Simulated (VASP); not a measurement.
**XPS shifts in HfW9**

Which atoms of HfW9 bind their core electrons more tightly, and does the hole change the order?

Method: PBEsol; plane waves and PAW (Hf_sv_GW, W), in the first sound run; inputs show where later runs differ, in VASP 6.6.1.

## Step 1: Starting point

The cell holds 20 atoms: 2 Hf and 18 W. Its edges and angles: a = 6.340 Å, b = 5.491 Å, c = 22.966 Å, α = 90.0°, β = 90.0°, γ = 54.7°. It derives from W. Hf replaces host atoms (quarter in the top layer, both faces). Regions: layer 1, 4 atoms (3 W and 1 Hf); layer 2, 4 atoms (4 W); layer 3, 4 atoms (4 W); other layers, 8 atoms (7 W and 1 Hf). Vacuum lies along c.

## Step 2: Relaxation

The free atoms are relaxed first inside the given cell, which is kept (ISIF = 0), since core levels depend on the positions.

INCAR

```
SYSTEM = HfW9
PREC = Normal
ENCUT = 330
EDIFF = 1E-05
NELM = 100
ISMEAR = 0
SIGMA = 0.1
LREAL = Auto
ALGO = Fast
GGA = PS
NBANDS = 86
LASPH = .TRUE.
LWAVE = .FALSE.
LCHARG = .FALSE.
KPAR = 2
NCORE = 4
IBRION = 2
NSW = 50
ISIF = 0
EDIFFG = -0.05
```

POSCAR

```
HfW9
1.0
    6.3400000000      0.0000000000      0.0000000000
    3.1700000000      4.4830569927      0.0000000000
    0.0000000000      0.0000000000     22.9661139854
Hf W
2 18
Selective dynamics
Direct
    0.0000000000      0.0000000000      0.6952031150  T T T
    0.0000000000      0.0000000000      0.3047968850  T T T
    0.5000000000      0.0000000000      0.6952031150  T T T
    0.0000000000      0.5000000000      0.6952031150  T T T
    0.5000000000      0.5000000000      0.6952031150  T T T
    0.7500000000      0.5000000000      0.5976015580  T T T
    0.2500000000      0.5000000000      0.5976015580  T T T
    0.7500000000      0.0000000000      0.5976015580  T T T
    0.2500000000      0.0000000000      0.5976015580  T T T
    0.0000000000      0.0000000000      0.5000000000  F F F
    0.5000000000      0.0000000000      0.5000000000  F F F
    0.0000000000      0.5000000000      0.5000000000  F F F
    0.5000000000      0.5000000000      0.5000000000  F F F
    0.7500000000      0.5000000000      0.4023984420  T T T
    0.2500000000      0.5000000000      0.4023984420  T T T
    0.7500000000      0.0000000000      0.4023984420  T T T
    0.2500000000      0.0000000000      0.4023984420  T T T
    0.5000000000      0.0000000000      0.3047968850  T T T
    0.0000000000      0.5000000000      0.3047968850  T T T
    0.5000000000      0.5000000000      0.3047968850  T T T
```

KPOINTS

```
Automatic mesh
0
Gamma
4 4 1
0 0 0
```

The projector-augmented-wave data sets are Hf_sv_GW and W (PBE family, release 64).

Started as:

```console
$ mpirun -np 8 vasp_std
```

The program printed:

```text
[banner, memory and clock lines left out]
running    8 mpi-ranks, on    1 nodes
 distrk:  each k-point on    4 cores,    2 groups
 distr:  one band on    4 cores,    1 groups

 POSCAR found type information on POSCAR HfW
 POSCAR found :  2 types and      20 ions
|                                                                             |
|               ----> ADVICE to this user running VASP <----                  |
|                                                                             |
|     You enforced a specific xc type in the INCAR file but a different       |
|     [... a line on the potential file left out ...]
|     I HOPE YOU KNOW WHAT YOU ARE DOING!                                     |
|                                                                             |

 LDA part: xc-table for (Slater+PW92), standard interpolation
 POSCAR, INCAR and KPOINTS ok, starting setup
 FFT: planning ... GRIDC
 FFT: planning ... GRID_SOFT
 FFT: planning ... GRID
 WAVECAR not read
 entering main loop
       N       E                     dE             d eps       ncg     rms          rms(c)
DAV:   1     0.663647712960E+03    0.66365E+03   -0.44729E+04  1300   0.899E+02
DAV:   2    -0.187778082453E+03   -0.85143E+03   -0.81582E+03  1530   0.272E+02
DAV:   3    -0.275221519241E+03   -0.87443E+02   -0.84061E+02  1560   0.830E+01
DAV:   4    -0.280809668929E+03   -0.55881E+01   -0.54968E+01  1920   0.182E+01
DAV:   5    -0.280982577360E+03   -0.17291E+00   -0.17138E+00  1784   0.332E+00    0.237E+02
RMM:   6    -0.270102478842E+03    0.10880E+02   -0.21041E+01  1260   0.113E+01    0.150E+02
RMM:   7    -0.345225087540E+03   -0.75123E+02   -0.24553E+02  1800   0.267E+01    0.443E+01
RMM:   8    -0.281351932762E+03    0.63873E+02   -0.19817E+02  2009   0.273E+01    0.193E+01
RMM:   9    -0.265785157268E+03    0.15567E+02   -0.16916E+01  1291   0.114E+01    0.166E+01
RMM:  10    -0.264784045834E+03    0.10011E+01   -0.38218E+00  1385   0.532E+00    0.113E+01
RMM:  11    -0.264774988924E+03    0.90569E-02   -0.13711E+00  1655   0.206E+00    0.940E+00
RMM:  12    -0.264718103044E+03    0.56886E-01   -0.34735E-01  1666   0.124E+00    0.214E+00
RMM:  13    -0.264691199112E+03    0.26904E-01   -0.25439E-01  1768   0.930E-01    0.354E+00
RMM:  14    -0.264696681052E+03   -0.54819E-02   -0.47003E-02  1737   0.443E-01    0.910E-01
RMM:  15    -0.264691614706E+03    0.50663E-02   -0.45936E-02  1593   0.390E-01    0.115E+00
RMM:  16    -0.264692174234E+03   -0.55953E-03   -0.15005E-02  1761   0.219E-01    0.101E+00
RMM:  17    -0.264692161835E+03    0.12399E-04   -0.36432E-03  1594   0.112E-01    0.562E-01
RMM:  18    -0.264692346714E+03   -0.18488E-03   -0.16534E-03  1809   0.621E-02    0.389E-01
RMM:  19    -0.264692655964E+03   -0.30925E-03   -0.91129E-04  1659   0.460E-02    0.102E-01
RMM:  20    -0.264692846377E+03   -0.19041E-03   -0.50236E-04  1524   0.351E-02    0.842E-02
RMM:  21    -0.264693156664E+03   -0.31029E-03   -0.25844E-04  1316   0.259E-02    0.685E-02
RMM:  22    -0.264693391613E+03   -0.23495E-03   -0.16313E-04  1119   0.185E-02    0.737E-02
RMM:  23    -0.264693520993E+03   -0.12938E-03   -0.78277E-05   926   0.120E-02    0.857E-02
RMM:  24    -0.264693601573E+03   -0.80580E-04   -0.47072E-05   883   0.109E-02    0.311E-02
RMM:  25    -0.264693650418E+03   -0.48845E-04   -0.30005E-05   829   0.843E-03    0.229E-02
RMM:  26    -0.264693675330E+03   -0.24912E-04   -0.12960E-05   723   0.579E-03    0.153E-02
RMM:  27    -0.264693694935E+03   -0.19605E-04   -0.97896E-06   731   0.530E-03    0.138E-02
RMM:  28    -0.264693698803E+03   -0.38675E-05   -0.48691E-06   587   0.375E-03
   1 F= -.26469370E+03 E0= -.26464880E+03  d E =-.264694E+03
 curvature:   0.00 expect dE= 0.000E+00 dE for cont linesearch  0.000E+00
 trial: gam= 0.00000 g(F)=  0.800E+00 g(S)=  0.000E+00 ort = 0.000E+00 (trialstep = 0.100E+01)
 search vector abs. value=  0.800E+00
 bond charge predicted
       N       E                     dE             d eps       ncg     rms          rms(c)
DAV:   1    -0.264627983952E+03    0.65711E-01   -0.18447E+02  1204   0.390E+01    0.200E+01
RMM:   2    -0.265159124012E+03   -0.53114E+00   -0.62955E+00  1507   0.730E+00    0.432E+00
RMM:   3    -0.265278203031E+03   -0.11908E+00   -0.14178E+00  1811   0.282E+00    0.544E+00
RMM:   4    -0.265298416517E+03   -0.20213E-01   -0.40179E-01  1601   0.127E+00    0.486E+00
RMM:   5    -0.265266079023E+03    0.32337E-01   -0.12931E-01  1441   0.854E-01    0.492E+00
RMM:   6    -0.265262719240E+03    0.33598E-02   -0.41569E-02  1775   0.449E-01    0.428E+00
RMM:   7    -0.265263691951E+03   -0.97271E-03   -0.13446E-02  1656   0.216E-01    0.318E+00
RMM:   8    -0.265263331329E+03    0.36062E-03   -0.27679E-02  1562   0.406E-01    0.342E+00
RMM:   9    -0.265262346516E+03    0.98481E-03   -0.91462E-03  1526   0.247E-01    0.283E+00
RMM:  10    -0.265261846826E+03    0.49969E-03   -0.24083E-03  1621   0.113E-01    0.134E+00
RMM:  11    -0.265261532566E+03    0.31426E-03   -0.23117E-03  1782   0.102E-01    0.174E-01
RMM:  12    -0.265261744106E+03   -0.21154E-03   -0.16146E-03  1801   0.790E-02    0.601E-01
RMM:  13    -0.265261603472E+03    0.14063E-03   -0.28789E-04  1406   0.427E-02    0.288E-01
RMM:  14    -0.265261584290E+03    0.19182E-04   -0.22599E-04  1516   0.271E-02    0.347E-01
RMM:  15    -0.265261591996E+03   -0.77062E-05   -0.83376E-05  1040   0.169E-02
   2 F= -.26526159E+03 E0= -.26521325E+03  d E =-.567893E+00
[... from here on, the cycles between the ionic steps are left out ...]
   3 F= -.26540716E+03 E0= -.26537094E+03  d E =-.713464E+00
   4 F= -.26541334E+03 E0= -.26537402E+03  d E =-.719637E+00
   5 F= -.26558872E+03 E0= -.26555815E+03  d E =-.175382E+00
   6 F= -.26559133E+03 E0= -.26556156E+03  d E =-.177994E+00
   7 F= -.26560701E+03 E0= -.26557601E+03  d E =-.156814E-01
   8 F= -.26560766E+03 E0= -.26557639E+03  d E =-.163303E-01
   9 F= -.26561485E+03 E0= -.26558380E+03  d E =-.718741E-02
  10 F= -.26561811E+03 E0= -.26558724E+03  d E =-.104473E-01
  11 F= -.26561834E+03 E0= -.26558746E+03  d E =-.106784E-01
 curvature:  -1.89 expect dE=-0.504E-02 dE for cont linesearch -0.241E-04
 trial: gam= 0.30095 g(F)=  0.266E-02 g(S)=  0.000E+00 ort = 0.352E-03 (trialstep = 0.157E+01)
 search vector abs. value=  0.375E-02
 bond charge predicted
       N       E                     dE             d eps       ncg     rms          rms(c)
DAV:   1    -0.265613615192E+03    0.47213E-02   -0.21908E+00  1204   0.426E+00    0.650E-01
RMM:   2    -0.265619558464E+03   -0.59433E-02   -0.65469E-02  1474   0.745E-01    0.322E-01
RMM:   3    -0.265620708961E+03   -0.11505E-02   -0.15480E-02  1786   0.288E-01    0.312E-01
RMM:   4    -0.265620707349E+03    0.16123E-05   -0.27669E-03  1601   0.112E-01    0.311E-01
RMM:   5    -0.265620491403E+03    0.21595E-03   -0.60720E-04  1526   0.580E-02    0.293E-01
RMM:   6    -0.265620516451E+03   -0.25049E-04   -0.25372E-04  1491   0.256E-02    0.348E-01
RMM:   7    -0.265620490905E+03    0.25546E-04   -0.62986E-04  1593   0.664E-02    0.957E-02
RMM:   8    -0.265620450185E+03    0.40720E-04   -0.83704E-05  1253   0.297E-02    0.115E-01
RMM:   9    -0.265620434897E+03    0.15288E-04   -0.36843E-05   920   0.168E-02    0.112E-01
RMM:  10    -0.265620435204E+03   -0.30658E-06   -0.13938E-05   765   0.102E-02
  12 F= -.26562044E+03 E0= -.26558919E+03  d E =-.209704E-02
 trial-energy change:   -0.002097  1 .order   -0.002068   -0.004347    0.000211
 step:   1.4991(harm=  1.4991)  dis= 0.00879  next Energy=  -265.620411 (dE=-0.207E-02)
 reached required accuracy - stopping structural energy minimisation
```

Run time: 6.2 min. Hardware: 8 MPI ranks of AMD EPYC 7R43, shared host; peak memory 1.4 GiB.

Lines that name or quote the potential files are left out of all logs, and their timing lines are given in words.

From OUTCAR (step 2):

```text
ion  position               nearest neighbor table
   1  0.000  0.000  0.695-   8 2.75   9 2.75   4 2.75   4 2.75   5 2.75   5 2.75   7 3.17   6 3.17
                             3 3.17   3 3.17
   2  0.000  0.000  0.305-  16 2.75  17 2.75  19 2.75  19 2.75  20 2.75  20 2.75  15 3.17  14 3.17
                            18 3.17  18 3.17
   3  0.500  0.000  0.695-   8 2.75   9 2.75   5 2.75   4 2.75   5 2.75   4 2.75   6 3.17   7 3.17
                             1 3.17   1 3.17
   4  0.000  0.500  0.695-   6 2.75   7 2.75   1 2.75   1 2.75   3 2.75   3 2.75   9 3.17   8 3.17
                             5 3.17   5 3.17
   5  0.500  0.500  0.695-   6 2.75   7 2.75   3 2.75   1 2.75   3 2.75   1 2.75   8 3.17   9 3.17
                             4 3.17   4 3.17
   6  0.750  0.500  0.598-   4 2.75   5 2.75   8 2.75   8 2.75   9 2.75   9 2.75  13 2.75  12 2.75
                             1 3.17   3 3.17   7 3.17   7 3.17  11 3.17  10 3.17
   7  0.250  0.500  0.598-   4 2.75   5 2.75   9 2.75   8 2.75   9 2.75   8 2.75  13 2.75  12 2.75
                             3 3.17   1 3.17   6 3.17   6 3.17  10 3.17  11 3.17
   8  0.750  0.000  0.598-   1 2.75   3 2.75   6 2.75   6 2.75   7 2.75   7 2.75  11 2.75  10 2.75
                             4 3.17   5 3.17   9 3.17   9 3.17  13 3.17  12 3.17
   9  0.250  0.000  0.598-   1 2.75   3 2.75   7 2.75   6 2.75   7 2.75   6 2.75  11 2.75  10 2.75
                             5 3.17   4 3.17   8 3.17   8 3.17  12 3.17  13 3.17
  10  0.000  0.000  0.500-  12 2.75  12 2.75  13 2.75  13 2.75  17 2.75   9 2.75   8 2.75  16 2.75
                            11 3.17  11 3.17  14 3.17  15 3.17   7 3.17   6 3.17
  11  0.500  0.000  0.500-  13 2.75  12 2.75  13 2.75  12 2.75  17 2.75   9 2.75   8 2.75  16 2.75
                            10 3.17  10 3.17  15 3.17  14 3.17   6 3.17   7 3.17
  12  0.000  0.500  0.500-  10 2.75  10 2.75  11 2.75  11 2.75  15 2.75   7 2.75   6 2.75  14 2.75
                            13 3.17  13 3.17  16 3.17  17 3.17   9 3.17   8 3.17
  13  0.500  0.500  0.500-  11 2.75  10 2.75  11 2.75  10 2.75  15 2.75   7 2.75   6 2.75  14 2.75
                            12 3.17  12 3.17  17 3.17  16 3.17   8 3.17   9 3.17
  14  0.750  0.500  0.402-  19 2.75  20 2.75  16 2.75  16 2.75  17 2.75  17 2.75  12 2.75  13 2.75
                             2 3.17  18 3.17  15 3.17  15 3.17  11 3.17  10 3.17
  15  0.250  0.500  0.402-  19 2.75  20 2.75  17 2.75  16 2.75  17 2.75  16 2.75  12 2.75  13 2.75
                            18 3.17   2 3.17  14 3.17  14 3.17  11 3.17  10 3.17
  16  0.750  0.000  0.402-   2 2.75  18 2.75  14 2.75  14 2.75  15 2.75  15 2.75  11 2.75  10 2.75
                            19 3.17  20 3.17  17 3.17  17 3.17  12 3.17  13 3.17
  17  0.250  0.000  0.402-   2 2.75  18 2.75  15 2.75  14 2.75  15 2.75  14 2.75  11 2.75  10 2.75
                            20 3.17  19 3.17  16 3.17  16 3.17  13 3.17  12 3.17
  18  0.500  0.000  0.305-  16 2.75  17 2.75  20 2.75  19 2.75  20 2.75  19 2.75  14 3.17  15 3.17
                             2 3.17   2 3.17
  19  0.000  0.500  0.305-  14 2.75  15 2.75   2 2.75   2 2.75  18 2.75  18 2.75  16 3.17  17 3.17
                            20 3.17  20 3.17
  20  0.500  0.500  0.305-  14 2.75  15 2.75  18 2.75   2 2.75  18 2.75   2 2.75  17 3.17  16 3.17
                            19 3.17  19 3.17

  LATTYP: Found a base centered orthorhombic cell.
 ALAT       =     6.3400000000
 B/A-ratio  =     1.4142135624
 C/A-ratio  =     3.6224154551

 Subroutine GETGRP returns: Found  8 space group operations
 (whereof  8 operations were pure point group operations)

The static configuration has the point symmetry D_2h.

 Found      7 irreducible k-points:

   k-points           NKPTS =      7   k-points in BZ     NKDIM =      7   number of bands    NBANDS=     86

   dimension x,y,z NGX =    28 NGY =   24 NGZ =  108
   dimension x,y,z NGXF=    56 NGYF=   48 NGZF=  216

   ENCUT  =  330.0 eV  24.25 Ry    4.92 a.u.   9.39  8.13 34.02*2*pi/ulx,y,z

   NELECT =     132.0000    total number of electrons

 k-points in reciprocal lattice and weights: Automatic mesh
   0.00000000  0.00000000  0.00000000       0.062
   0.25000000  0.00000000  0.00000000       0.250
   0.50000000  0.00000000  0.00000000       0.125
   0.00000000  0.25000000  0.00000000       0.125
   0.50000000  0.25000000  0.00000000       0.125
  -0.25000000  0.25000000  0.00000000       0.250
   0.00000000  0.50000000  0.00000000       0.062

 average (electrostatic) potential at core
       1 -89.3466       2 -89.3466       3 -43.4224       4 -43.2407       5 -43.2407
       6 -43.5144       7 -43.5144       8 -43.5470       9 -43.5470      10 -43.5359
      11 -43.5145      12 -43.5732      13 -43.5732      14 -43.5144      15 -43.5144
      16 -43.5470      17 -43.5470      18 -43.4224      19 -43.2407      20 -43.2407

 E-fermi :   1.6545

 k-point     1 :       0.0000    0.0000    0.0000
  band No.  band energies     occupation
    ...
     57       0.8808      2.00000
     58       0.9488      2.00000
     59       1.1179      2.00000
     60       1.4777      1.98762
     61       1.5652      1.79322
     62       1.7192      0.36032
     63       2.0178      0.00000
     64       2.3965      0.00000
     65       2.4129      0.00000
     66       2.4438      0.00000
    ...

 k-point     2 :       0.2500    0.0000    0.0000
  band No.  band energies     occupation
    ...
     61       1.3143      2.00000
     62       1.3638      1.99996
     63       1.4809      1.98593
     64       1.5935      1.61220
     65       1.6831      0.68643
     66       1.7872      0.06056
     67       1.8267      0.01491
     68       2.1454      0.00000
     69       2.4120      0.00000
     70       2.4693      0.00000
    ...

 k-point     3 :       0.5000    0.0000    0.0000
  band No.  band energies     occupation
    ...
     64       1.1846      2.00000
     65       1.1969      2.00000
     66       1.2224      2.00000
     67       1.3547      1.99998
     68       1.3776      1.99991
     69       1.8727      0.00203
     70       2.1726      0.00000
     71       2.3667      0.00000
     72       2.4077      0.00000
     73       2.7348      0.00000
    ...

  energy-cutoff  :      330.00
  volume of cell :      652.76
      direct lattice vectors                 reciprocal lattice vectors
     6.340000000  0.000000000  0.000000000     0.157728707 -0.111531038  0.000000000
     3.170000000  4.483056993  0.000000000     0.000000000  0.223062076  0.000000000
     0.000000000  0.000000000 22.966113985     0.000000000  0.000000000  0.043542412

 POSITION                                       TOTAL-FORCE (eV/Angst)
 -----------------------------------------------------------------------------------
      0.00000      0.00000     16.13203         0.000000     -0.000000      0.002619
      0.00000      0.00000      6.83408         0.000000     -0.000000     -0.002619
      3.17000      0.00000     15.78735         0.000000     -0.000000     -0.035754
      1.58500      2.24153     15.80346         0.000000     -0.000000      0.008940
      4.75500      2.24153     15.80346         0.000000      0.000000      0.008940
      6.34000      2.20192     13.70981        -0.000000      0.022712      0.002333
      3.17000      2.28114     13.70981         0.000000     -0.022712      0.002333
      4.74803      0.00000     13.67330        -0.026235     -0.000000     -0.010953
      1.59197      0.00000     13.67330         0.026235      0.000000     -0.010953
      0.00000      0.00000     11.48306         0.000000     -0.000000     -0.000000
      3.17000      0.00000     11.48306         0.000000     -0.000000     -0.000000
      1.58500      2.24153     11.48306         0.000000     -0.000000     -0.000000
      4.75500      2.24153     11.48306         0.000000     -0.000000     -0.000000
      6.34000      2.20192      9.25630        -0.000000      0.022712     -0.002333
      3.17000      2.28114      9.25630         0.000000     -0.022712     -0.002333
      4.74803      0.00000      9.29282        -0.026235     -0.000000      0.010953
      1.59197      0.00000      9.29282         0.026235      0.000000      0.010953
      3.17000      0.00000      7.17877         0.000000     -0.000000      0.035754
      1.58500      2.24153      7.16266         0.000000      0.000000     -0.008940
      4.75500      2.24153      7.16266         0.000000     -0.000000     -0.008940
 -----------------------------------------------------------------------------------
    total drift:                                0.000000     -0.000000     -0.000000

  FREE ENERGIE OF THE ION-ELECTRON SYSTEM (eV)
  ---------------------------------------------------
  free  energy   TOTEN  =      -265.6204352037 eV

  energy  without entropy=     -265.5579415794  energy(sigma->0) =     -265.58918839

 reached required accuracy - stopping structural energy minimisation

[... 3 further parts left out ...]
```

CONTCAR:

```
HfW9
   1.00000000000000
     6.3399999999999999    0.0000000000000000    0.0000000000000000
     3.1699999999999999    4.4830569926999999    0.0000000000000000
     0.0000000000000000    0.0000000000000000   22.9661139853999998
  Hf              W
     2    18
Selective dynamics
Direct
     0.0000000000000000    0.0000000000000000    0.7024276770299014   T   T   T
     0.0000000000000000    0.0000000000000000    0.2975723229700987   T   T   T
     0.5000000000000000    0.0000000000000000    0.6874191749921194   T   T   T
     0.0000000000000000    0.5000000000000000    0.6881205560057351   T   T   T
     0.5000000000000000    0.5000000000000000    0.6881205560057351   T   T   T
     0.7544174564477840    0.4911650871044322    0.5969582290089156   T   T   T
     0.2455825435522161    0.5088349128955677    0.5969582290089156   T   T   T
     0.7489008457198884    0.0000000000000000    0.5953683831551146   T   T   T
     0.2510991542801117    0.0000000000000000    0.5953683831551146   T   T   T
     0.0000000000000000    0.0000000000000000    0.5000000000000000   F   F   F
     0.5000000000000000    0.0000000000000000    0.5000000000000000   F   F   F
     0.0000000000000000    0.5000000000000000    0.5000000000000000   F   F   F
     0.5000000000000000    0.5000000000000000    0.5000000000000000   F   F   F
     0.7544174564477840    0.4911650871044322    0.4030417709910845   T   T   T
     0.2455825435522161    0.5088349128955677    0.4030417709910845   T   T   T
     0.7489008457198884    0.0000000000000000    0.4046316168448854   T   T   T
     0.2510991542801117    0.0000000000000000    0.4046316168448854   T   T   T
     0.5000000000000000    0.0000000000000000    0.3125808250078806   T   T   T
     0.0000000000000000    0.5000000000000000    0.3118794439942651   T   T   T
     0.5000000000000000    0.5000000000000000    0.3118794439942651   T   T   T
```

The PAW data sets were made with PBE, which is usual practice but a small mismatch for other functionals. The data set W keeps the semicore shell frozen, which is cheaper and a little less accurate. The run keeps the 8 symmetry operations of its start, so it cannot find a distortion of lower symmetry.

(Continued in part 2 of 4.)

[Lines on the potential files, build, host, timing and source positions are cut from VASP's logs without a mark.]

[Logs are printed without paths, hosts, clocks, repeated set-up lines and the standing remarks that a program may print on its own settings, such as how far it seeks lower states.]

[Hosts, paths, dates, database ids (printed as entryN), source tags and the programs' standing remarks are cut or masked in the printed files.]
